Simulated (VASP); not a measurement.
```yaml
crystal:
  lattice:
    - [0.00000, 2.95222, 2.95222]
    - [2.95222, 0.00000, 2.95222]
    - [2.95222, 2.95222, 0.00000]
  atoms:
    - { symbol: Ca, position: [0.00000, 0.00000, 0.00000] }
    - { symbol: Se, position: [0.50000, 0.50000, 0.50000] }
```

The numbers are results of PBE GGA, VASP's PBE PAW potentials (set 64) (plane waves; VASP 6.6.1), not measurements. Run with 520 eV cut-off, 8×8×8 Γ-centred mesh, Gaussian smearing of 0.050 eV, potentials Ca_sv Se.

**Question.** Estimate the energy per atom (σ→0), pressure, band gap (on the k-mesh) with the smallest direct gap where there is one.

**Answer.** 
```yaml
band gap (on the k-mesh): 2.01 eV
smallest direct gap (on the k-mesh): 2.95 eV
energy per atom (σ→0): -457.3 kJ/mol of atoms
pressure: 1.55 GPa
```

Total energies compare only between runs with the same potentials, cut-off and functional.

The compound is CaSe in the rock salt structure. This cell is one point of a volume scan, at 0.97 of the reference volume.
